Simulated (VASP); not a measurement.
```xyz
2
Lattice="0.0000 1.8079 1.8079 1.8079 0.0000 1.8079 1.8079 1.8079 0.0000" Properties=species:S:1:pos:R:3 pbc="T T T"
B      0.0000     0.0000     0.0000
N      0.9040     0.9040     0.9040
```

These are PBE GGA with D3 dispersion (zero damping), VASP's PBE PAW potentials (set 64) (plane waves; VASP) values and carry that method's errors. Run with 520 eV cut-off, Gaussian smearing of 0.050 eV, potentials B N.

Give the energies of bands 2 to 7 at the high-symmetry points, in eV from the valence-band maximum.

```csv
band,Γ,X,U,L,W
2,0.00,-8.91,-8.12,-10.68,-7.58
3,0.00,-4.90,-7.66,-1.94,-6.96
4,0.00,-4.90,-4.07,-1.94,-6.50
5,8.82,4.46,6.91,10.14,9.59
6,8.82,9.23,12.87,10.70,13.30
7,8.82,17.91,15.81,10.70,14.50
```

The gap is indirect, 4.46 eV, from the valence maximum at Γ to the conduction minimum at X.

Measured: gap 6.20 eV at 300 K (computed value off by -1.74 eV), as given by arXiv:1206.3780.

The compound is BN in the zinc blende structure. It was relaxed first.
